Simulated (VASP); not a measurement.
Method: PBE GGA, VASP's PBE PAW potentials (set 64) (plane waves; VASP 6.6.1).

The input files of a VASP run:

**INCAR**
```
! general
SYSTEM  = CoAl
PREC    = Accurate
ENCUT   = 520
LREAL   = .False.
LASPH   = .True.

! electronic loop
EDIFF   = 1E-6
NELM    = 100
ALGO    = Normal
LMAXMIX = 4

! smearing
ISMEAR  = 1
SIGMA   = 0.1

! functional
GGA     = PE

! ions
IBRION  = 2
NSW     = 60
ISIF    = 3
EDIFFG  = -0.01

! output
LWAVE   = .False.
LCHARG  = .False.
```

KPOINTS:
```
K-points
0
G
  11 11 11
0 0 0
```

File POSCAR:
```
CoAl
1.0
  2.8600000000   0.0000000000   0.0000000000
  0.0000000000   2.8600000000   0.0000000000
  0.0000000000   0.0000000000   2.8600000000
Al Co
1 1
direct
  0.5000000000   0.5000000000   0.5000000000
  0.0000000000   0.0000000000   0.0000000000
```

POTCAR, in this order: Al Co (PBE.64 set). Program: vasp_std.

Output of the run:

File OUTCAR:
```
 ion  position               nearest neighbor table
   1  0.500  0.500  0.500-   2 2.48   2 2.48   2 2.48   2 2.48   2 2.48   2 2.48   2 2.48   2 2.48
  LATTYP: Found a simple cubic cell.
 ALAT       =     2.8600000000
 Subroutine PRICEL returns:
 Original cell was already a primitive cell.
 Subroutine GETGRP returns: Found 48 space group operations
The static configuration has the point symmetry O_h .
The dynamic configuration has the point symmetry O_h .
 Subroutine INISYM returns: Found 48 space group operations
 Subroutine IBZKPT returns following result:
 Found     56 irreducible k-points:

 Following reciprocal coordinates:
            Coordinates               Weight
  0.000000  0.000000  0.000000      1.000000
  0.090909  0.000000  0.000000      6.000000
  0.181818  0.000000  0.000000      6.000000
  0.272727  0.000000  0.000000      6.000000
  0.363636  0.000000  0.000000      6.000000
  0.454545  0.000000  0.000000      6.000000
  0.090909  0.090909  0.000000     12.000000
  0.181818  0.090909  0.000000     24.000000
  0.272727  0.090909  0.000000     24.000000
  0.363636  0.090909  0.000000     24.000000
...
```

File OSZICAR:
```
       N       E                     dE             d eps       ncg     rms          rms(c)
DAV:   1     0.359778314299E+02    0.35978E+02   -0.53856E+03  1120   0.127E+03
DAV:   2    -0.124086390688E+02   -0.48386E+02   -0.46067E+02  1134   0.190E+02
DAV:   3    -0.136322545376E+02   -0.12236E+01   -0.12130E+01  1300   0.398E+01
DAV:   4    -0.136553497120E+02   -0.23095E-01   -0.23086E-01  1366   0.496E+00
DAV:   5    -0.136560150060E+02   -0.66529E-03   -0.66528E-03  1302   0.807E-01    0.125E+01
DAV:   6    -0.165864638439E+02   -0.29304E+01   -0.74598E+01  1272   0.128E+02    0.180E+01
DAV:   7    -0.120018958884E+02    0.45846E+01   -0.33522E+01  1238   0.819E+01    0.183E+00
DAV:   8    -0.119989790923E+02    0.29168E-02   -0.23339E-01  1162   0.425E+00    0.120E+00
DAV:   9    -0.119852393431E+02    0.13740E-01   -0.45159E-02  1360   0.303E+00    0.315E-01
DAV:  10    -0.119846838563E+02    0.55549E-03   -0.18195E-03  1488   0.596E-01    0.131E-01
DAV:  11    -0.119846774796E+02    0.63767E-05   -0.64304E-05  1580   0.101E-01    0.362E-02
DAV:  12    -0.119846679464E+02    0.95332E-05   -0.52867E-05  1340   0.105E-01    0.523E-03
DAV:  13    -0.119846679576E+02   -0.11147E-07   -0.49309E-07   608   0.702E-03
   1 F= -.11984668E+02 E0= -.11984481E+02  d E =-.119847E+02
       N       E                     dE             d eps       ncg     rms          rms(c)
DAV:   1    -0.120406403212E+02   -0.55972E-01   -0.76516E-01  1208   0.151E+01    0.212E+00
DAV:   2    -0.121391668467E+02   -0.98527E-01   -0.24167E+00  1274   0.228E+01    0.308E+00
DAV:   3    -0.119862277840E+02    0.15294E+00   -0.11034E+00  1236   0.155E+01    0.311E-01
DAV:   4    -0.119851082361E+02    0.11195E-02   -0.51394E-03  1132   0.707E-01    0.101E-01
DAV:   5    -0.119850003622E+02    0.10787E-03   -0.51809E-04  1720   0.275E-01    0.209E-02
DAV:   6    -0.119850019493E+02   -0.15871E-05   -0.17081E-05  1184   0.694E-02    0.519E-03
DAV:   7    -0.119850011336E+02    0.81564E-06   -0.20104E-06   586   0.220E-02
   2 F= -.11985001E+02 E0= -.11984778E+02  d E =-.333176E-03
       N       E                     dE             d eps       ncg     rms          rms(c)
DAV:   1    -0.119968039753E+02   -0.11802E-01   -0.15065E-01  1208   0.674E+00    0.956E-01
DAV:   2    -0.120188019095E+02   -0.21998E-01   -0.50339E-01  1262   0.103E+01    0.145E+00
DAV:   3    -0.119859734731E+02    0.32828E-01   -0.22467E-01  1278   0.707E+00    0.138E-01
DAV:   4    -0.119857352987E+02    0.23817E-03   -0.83757E-04  1126   0.288E-01    0.396E-02
DAV:   5    -0.119857200745E+02    0.15224E-04   -0.93659E-05  1674   0.121E-01    0.832E-03
DAV:   6    -0.119857214073E+02   -0.13328E-05   -0.18394E-06   832   0.220E-02    0.116E-03
DAV:   7    -0.119857214510E+02   -0.43696E-07   -0.28296E-07   560   0.864E-03
   3 F= -.11985721E+02 E0= -.11985514E+02  d E =-.105349E-02
```

### OUTCAR
```
------------------------ aborting loop because EDIFF is reached ----------------------------------------
  FORCE on cell =-STRESS in cart. coord.  units (eV):
  Direction    XX          YY          ZZ          XY          YZ          ZX
  --------------------------------------------------------------------------------------
  Total        0.0005361      0.0005361      0.0005361     -0.0000000     -0.0000000     -0.0000000
  in kB        0.0370545      0.0370545      0.0370545     -0.0000000     -0.0000000     -0.0000000
  external PRESSURE =       0.0370545 kB  Pullay stress =       0.0000000 kB
  volume of cell :       23.18
      direct lattice vectors                 reciprocal lattice vectors
     2.851241641  0.000000000 -0.000000000     0.350724395  0.000000000 -0.000000000
    -0.000000000  2.851241641 -0.000000000     0.000000000  0.350724395  0.000000000
     0.000000000 -0.000000000  2.851241641     0.000000000  0.000000000  0.350724395
 POSITION                                       TOTAL-FORCE (eV/Angst)
 -----------------------------------------------------------------------------------
      1.42562      1.42562      1.42562        -0.000000      0.000000      0.000000
      0.00000      0.00000      0.00000         0.000000     -0.000000     -0.000000
 -----------------------------------------------------------------------------------
    total drift:                                0.000000      0.000000      0.000000
  FREE ENERGIE OF THE ION-ELECTRON SYSTEM (eV)
  ---------------------------------------------------
  free  energy   TOTEN  =       -11.9857214510 eV

  energy  without entropy=      -11.9850987791  energy(sigma->0) =      -11.98551389

 reached required accuracy - stopping structural energy minimisation
```
(Selected blocks of OUTCAR.)

CONTCAR:
```
CoAl
   1.00000000000000
     2.8512416412360979    0.0000000000000000   -0.0000000000000000
    -0.0000000000000000    2.8512416412360979   -0.0000000000000000
     0.0000000000000000   -0.0000000000000000    2.8512416412360979
  Al              Co
     1     1
Direct
     0.5000000000000000    0.5000000000000000    0.5000000000000000
     0.0000000000000000    0.0000000000000000    0.0000000000000000
```

The compound is CoAl in the CsCl type structure. This run relaxes it. Symmetry was kept, so distortions that lower it aren't found. The run is not spin-polarised, so no magnetic state was tried.
